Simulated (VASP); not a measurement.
Output of a VASP run:

OSZICAR:
```
...
DAV:   9    -0.186406138450E+02    0.23143E-02   -0.17562E-03  3128   0.508E-01    0.594E-02
DAV:  10    -0.186406480307E+02   -0.34186E-04   -0.65775E-05  3200   0.816E-02    0.105E-02
DAV:  11    -0.186406191798E+02    0.28851E-04   -0.79912E-06  2960   0.346E-02    0.917E-04
DAV:  12    -0.186406187015E+02    0.47829E-06   -0.13820E-07  1540   0.396E-03
   1 F= -.18640619E+02 E0= -.18640208E+02  d E =-.186406E+02
       N       E                     dE             d eps       ncg     rms          rms(c)
DAV:   1    -0.186814348868E+02   -0.40816E-01   -0.19735E+00  2892   0.119E+01    0.318E+00
DAV:   2    -0.186252507569E+02    0.56184E-01   -0.63666E-02  3044   0.263E+00    0.141E+00
DAV:   3    -0.186139720719E+02    0.11279E-01   -0.45288E-02  3704   0.210E+00    0.201E-01
DAV:   4    -0.186141377092E+02   -0.16564E-03   -0.12617E-03  2904   0.309E-01    0.649E-02
DAV:   5    -0.186142406973E+02   -0.10299E-03   -0.14788E-04  3232   0.109E-01    0.100E-02
DAV:   6    -0.186142466591E+02   -0.59618E-05   -0.78323E-06  2908   0.262E-02    0.675E-03
DAV:   7    -0.186142473298E+02   -0.67069E-06   -0.37659E-07  1496   0.937E-03
   2 F= -.18614247E+02 E0= -.18613783E+02  d E =0.263714E-01
       N       E                     dE             d eps       ncg     rms          rms(c)
DAV:   1    -0.186865977822E+02   -0.72351E-01   -0.12871E+00  2896   0.978E+00    0.262E+00
DAV:   2    -0.186493142621E+02    0.37284E-01   -0.42429E-02  3056   0.220E+00    0.113E+00
DAV:   3    -0.186420726575E+02    0.72416E-02   -0.27871E-02  3644   0.167E+00    0.178E-01
DAV:   4    -0.186422252141E+02   -0.15256E-03   -0.82463E-04  2900   0.250E-01    0.482E-02
DAV:   5    -0.186423129614E+02   -0.87747E-04   -0.10405E-04  3220   0.961E-02    0.839E-03
DAV:   6    -0.186423167744E+02   -0.38130E-05   -0.60097E-06  2896   0.237E-02    0.494E-03
DAV:   7    -0.186423169296E+02   -0.15521E-06   -0.39461E-07  1464   0.910E-03
   3 F= -.18642317E+02 E0= -.18641898E+02  d E =-.169823E-02
       N       E                     dE             d eps       ncg     rms          rms(c)
DAV:   1    -0.186423178203E+02   -0.10459E-05   -0.29233E-05  2904   0.467E-02    0.123E-02
DAV:   2    -0.186423172014E+02    0.61889E-06   -0.77837E-07  1508   0.990E-03
   4 F= -.18642317E+02 E0= -.18641897E+02  d E =-.169850E-02
       N       E                     dE             d eps       ncg     rms          rms(c)
DAV:   1    -0.186430222631E+02   -0.70444E-03   -0.64247E-02  2924   0.224E+00    0.156E-01
DAV:   2    -0.186424175003E+02    0.60476E-03   -0.71097E-04  3508   0.358E-01    0.744E-02
DAV:   3    -0.186422323226E+02    0.18518E-03   -0.33068E-04  3144   0.159E-01    0.139E-02
DAV:   4    -0.186422331028E+02   -0.78025E-06   -0.21153E-05  2988   0.575E-02    0.607E-03
DAV:   5    -0.186422326639E+02    0.43892E-06   -0.55485E-07  1556   0.741E-03
   5 F= -.18642233E+02 E0= -.18641807E+02  d E =0.845375E-04
       N       E                     dE             d eps       ncg     rms          rms(c)
DAV:   1    -0.186427014729E+02   -0.46837E-03   -0.19996E-02  2924   0.125E+00    0.872E-02
DAV:   2    -0.186425089150E+02    0.19256E-03   -0.22203E-04  3512   0.200E-01    0.417E-02
DAV:   3    -0.186424498735E+02    0.59041E-04   -0.10358E-04  3144   0.890E-02    0.789E-03
DAV:   4    -0.186424501407E+02   -0.26711E-06   -0.66131E-06  2920   0.321E-02
   6 F= -.18642450E+02 E0= -.18642031E+02  d E =-.132939E-03
```

File OUTCAR:
```
------------------------ aborting loop because EDIFF is reached ----------------------------------------
  FORCE on cell =-STRESS in cart. coord.  units (eV):
  Direction    XX          YY          ZZ          XY          YZ          ZX
  --------------------------------------------------------------------------------------
  Total        0.0033752      0.0033752      0.0062738      0.0000000      0.0000000      0.0000000
  in kB        0.1927447      0.1927446      0.3582715      0.0000000      0.0000000      0.0000000
  external PRESSURE =       0.2479203 kB  Pullay stress =       0.0000000 kB
  volume of cell :       28.06
      direct lattice vectors                 reciprocal lattice vectors
     1.369390678 -2.371853873  0.000000000     0.365125897 -0.210805567 -0.000000000
     1.369390678  2.371853873 -0.000000000     0.365125897  0.210805567 -0.000000000
     0.000000000 -0.000000000  4.319003917    -0.000000000  0.000000000  0.231534868
 POSITION                                       TOTAL-FORCE (eV/Angst)
 -----------------------------------------------------------------------------------
      1.36939      0.79062      1.07975         0.000000     -0.000000      0.000000
      1.36939     -0.79062      3.23925        -0.000000      0.000000      0.000000
 -----------------------------------------------------------------------------------
    total drift:                               -0.000000      0.000022     -0.000020
  FREE ENERGIE OF THE ION-ELECTRON SYSTEM (eV)
  ---------------------------------------------------
  free  energy   TOTEN  =       -18.6424501407 eV

  energy  without entropy=      -18.6411923482  energy(sigma->0) =      -18.64203088

 reached required accuracy - stopping structural energy minimisation
```
(Selected blocks of OUTCAR.)

POSCAR:
```
Os
1
    1.3650000000    -2.3642490000     0.0000000000
    1.3650000000     2.3642490000     0.0000000000
    0.0000000000     0.0000000000     4.3200000000
Os
2
Direct
  0.3333330000   0.6666670000   0.2500000000
  0.6666670000   0.3333330000   0.7500000000
```

### Question
Reconstruct the remaining input files.

### Answer
This is not unique; one that fits is the input of the run itself, vdW-DF-cx, plane waves, VASP's PBE PAW potentials (set 64).

**KPOINTS**
```
Automatic mesh
0
gamma
 14 14 8
```

INCAR:
```
SYSTEM=Os
PREC=Accurate; ENCUT=520; LREAL=F
LASPH=T
EDIFF=1E-6; NELM=100; ALGO=Normal
LMAXMIX=6
ISMEAR=1; SIGMA=0.1
GGA=CX; LUSE_VDW=T; AGGAC=0.0
IBRION=2; NSW=60; ISIF=3
EDIFFG=-0.01
LWAVE=F; LCHARG=F
```

POTCAR, in this order: Os (PBE.64 set). Program: vasp_std.

The compound is Os in the hcp structure. This run relaxes it. Symmetry was kept, so distortions that lower it aren't found.
